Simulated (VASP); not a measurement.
Input:

```yaml
crystal:
  lattice:
    - [-2.69030, 2.69030, 5.30028]
    - [2.69030, -2.69030, 5.30028]
    - [2.69030, 2.69030, -5.30028]
  atoms:
    - { symbol: Zn, position: [0.00000, 0.00000, 0.00000] }
    - { symbol: Zn, position: [0.75000, 0.25000, 0.50000] }
    - { symbol: Ge, position: [0.50000, 0.50000, 0.00000] }
    - { symbol: Ge, position: [0.25000, 0.75000, 0.50000] }
    - { symbol: P, position: [0.87500, 0.87415, 0.49915] }
    - { symbol: P, position: [0.12585, 0.62500, 0.00085] }
    - { symbol: P, position: [0.37500, 0.37585, 0.50085] }
    - { symbol: P, position: [0.62415, 0.12500, 0.99915] }
```

The numbers are results of LDA (Ceperley-Alder, Perdew-Zunger), VASP's LDA PAW potentials (set 64) (plane waves; VASP), not measurements. Numerical set-up: 400 eV cut-off, 7×7×7 Γ-centred mesh, tetrahedra with Blöchl corrections, potentials Zn Ge_d P.

The cores are frozen, which limits the accuracy of field gradients.

**Question.** Give the principal components of the electric field gradient (V/Å²) and the asymmetry η at each nucleus.

**Answer.** 
```csv
atom,Vxx,Vyy,Vzz,η
Zn1,-2.9,-2.9,5.8,0.00
Zn2,-2.9,-2.9,5.8,0.00
Ge3,-0.8,-0.8,1.6,0.01
Ge4,-0.8,-0.8,1.6,0.01
P5,62.0,7.6,-69.7,0.78
P6,62.0,7.6,-69.7,0.78
P7,62.0,7.6,-69.7,0.78
P8,62.0,7.6,-69.7,0.78
```

The compound is ZnGeP2 in the chalcopyrite structure. It was relaxed first.
